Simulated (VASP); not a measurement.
Input:

```
SrVO3
1.0
    3.83675     0.00000     0.00000
    0.00000     3.83675     0.00000
    0.00000     0.00000     3.83675
Sr V O
1 1 3
Direct
  0.00000   0.00000   0.00000
  0.50000   0.50000   0.50000
  0.50000   0.00000   0.50000
  0.00000   0.50000   0.50000
  0.50000   0.50000   0.00000
```

Method: PBE GGA with D3 dispersion (Becke-Johnson damping), VASP's PBE PAW potentials (set 64) (plane waves; VASP). Run with 520 eV cut-off, Gaussian smearing of 0.050 eV, potentials Sr_sv V_sv O.

Give the energies of bands 12 to 23 at the high-symmetry points, in eV from the Fermi level.

| band | Γ | X | M | R |
|---|---|---|---|---|
| 12 | -5.25 | -6.77 | -7.05 | -7.26 |
| 13 | -5.25 | -5.28 | -6.97 | -6.56 |
| 14 | -5.25 | -5.28 | -6.58 | -6.56 |
| 15 | -3.31 | -4.64 | -5.17 | -5.97 |
| 16 | -3.31 | -4.63 | -5.17 | -5.97 |
| 17 | -3.31 | -4.63 | -4.17 | -5.97 |
| 18 | -2.47 | -4.18 | -3.69 | -2.08 |
| 19 | -2.47 | -2.92 | -3.69 | -2.08 |
| 20 | -2.47 | -2.92 | -2.18 | -2.08 |
| 21 | -1.00 | -0.87 | 0.92 | 1.51 |
| 22 | -1.00 | 0.94 | 0.92 | 1.51 |
| 23 | -1.00 | 0.94 | 1.28 | 1.51 |

It has no gap at this level: it comes out as a metal or semimetal.

The compound is SrVO3 in the cubic perovskite structure. It was relaxed first. The run is not spin-polarised, so no magnetic state was tried. The electron count is odd and the run is not spin-polarised, which forces a metal.
